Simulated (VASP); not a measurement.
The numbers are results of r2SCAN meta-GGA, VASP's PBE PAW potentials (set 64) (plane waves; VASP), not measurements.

Input for VASP

File POSCAR:
```
ZrS2 monolayer
1
    3.6899975938    -0.0000000000     0.0000000000
   -1.8449987969     3.1956316788     0.0000000000
    0.0000000000     0.0000000000    19.8120003184
S Zr
2 1
Direct
  0.6666670000   0.3333330000   0.4230570000
  0.3333330000   0.6666670000   0.5769430000
  0.0000000000   0.0000000000   0.5000000000
```

### INCAR
```
ALGO = Normal
EDIFF = 1E-5
EDIFFG = -0.03
ENCUT = 400
IBRION = 2
ISIF = 4
ISMEAR = 0
LASPH = .TRUE.
LCHARG = .FALSE.
LMAXMIX = 4
LMIXTAU = .TRUE.
LREAL = .FALSE.
LWAVE = .TRUE.
METAGGA = R2SCAN
NELM = 100
NELMIN = 4
NSW = 50
PREC = Normal
SIGMA = 0.05
SYSTEM = ZrS2 monolayer
```

File KPOINTS:
```
Regular mesh
0
G
  12 12 1
```

POTCAR, in this order: S Zr_sv (PBE.64 set). Program: vasp_std.

Problem. Predict the energy per atom (σ→0), band gap (on the k-mesh).

Solution. 
```json
{
  "energy per atom (σ→0)": "-14.703 eV/atom",
  "band gap (on the k-mesh)": "1.58 eV"
}
```

**OSZICAR**
```
...
DAV:   9    -0.441097035522E+02   -0.50139E-04   -0.31003E-04   616   0.173E-01    0.120E-02
DAV:  10    -0.441100869534E+02   -0.38340E-03   -0.53486E-04   608   0.218E-01    0.662E-03
DAV:  11    -0.441102151782E+02   -0.12822E-03   -0.23059E-04   608   0.159E-01    0.352E-03
DAV:  12    -0.441103537376E+02   -0.13856E-03   -0.94844E-05   776   0.994E-02    0.455E-03
DAV:  13    -0.441103957689E+02   -0.42031E-04   -0.32299E-05   816   0.597E-02    0.159E-03
DAV:  14    -0.441104294697E+02   -0.33701E-04   -0.16042E-05   528   0.401E-02    0.323E-03
DAV:  15    -0.441104262422E+02    0.32275E-05   -0.73053E-06   480   0.344E-02
   7 F= -.44110426E+02 E0= -.44110426E+02  d E =-.625096E-02
```

The cell is a sheet with vacuum, built from ZrS2 (1T layered).
